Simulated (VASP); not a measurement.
VASP ran on this input.

File POSCAR:
```
BaS
1
    4.6612547689     0.0000000000     0.0000000000
   -2.3306273846     4.0367641355     0.0000000000
    0.0000000000     0.0000000000     5.6673638246
Ba S
2 2
Direct
  0.3333330000   0.6666670000   0.9375432959
  0.6666670000   0.3333330000   0.4375432959
  0.3333330000   0.6666670000   0.4374567041
  0.6666670000   0.3333330000   0.9374567041
```

**KPOINTS**
```
Automatic
0
gamma
  6 6 4
```

**INCAR**
```
ALGO  =  Normal
EDIFF  =  1E-6
EDIFFG  =  -0.02
ENCUT  =  500
GGA  =  PS
IBRION  =  2
ISIF  =  3
ISMEAR  =  0
LASPH  =  T
LCHARG  =  F
LMAXMIX  =  4
LREAL  =  F
LWAVE  =  F
NELM  =  100
NSW  =  40
PREC  =  Accurate
PSTRESS  =  450
SIGMA  =  0.05
SYSTEM  =  BaS
```

POTCAR, in this order: Ba_sv S (PBE.64 set). Program: vasp_std.

Question: Write an equivalent input for Ansatz.

Answer: One equivalent input (not run):
Ansatz 0.2 input:
```yaml
crystal:
  lattice:
    - [4.6612548, 0.0000000, 0.0000000]
    - [-2.3306274, 4.0367641, 0.0000000]
    - [0.0000000, 0.0000000, 5.6673638]
  atoms:
    - { symbol: Ba, position: [0.3333330, 0.6666670, 0.9375433] }
    - { symbol: Ba, position: [0.6666670, 0.3333330, 0.4375433] }
    - { symbol: S, position: [0.3333330, 0.6666670, 0.4374567] }
    - { symbol: S, position: [0.6666670, 0.3333330, 0.9374567] }
kpoints:
  mp_grid: { grid: [6, 6, 4] }
hamiltonian:
  xc: pbesol
  pseudopotentials: { kind: paw }
scf:
  occupations: { method: gaussian, width: 0.05 }
  max_iter: 100
relax:
  max_steps: 40
  f_tol: 0.02
  cell: { p_target: 45 }
output: { forces: true, stress: true, eigenvalues: true }
```
The two are equivalent in intent, not identical: each code has its own PAW files, so the cut-off isn't converted (ENCUT is set for VASP's; basis.ecutwfc is left out, and Ansatz then takes the one that its files recommend); Ansatz stops its SCF on the density residual and VASP on the energy change (EDIFF).

The structure was generated: BaS was put into the wurtzite type (P6_3mc), which need not be its known phase. This run relaxes it under an external pressure of 45 GPa. It ends in space group P6_3/mmc. Symmetry was kept, so distortions that lower it aren't found.
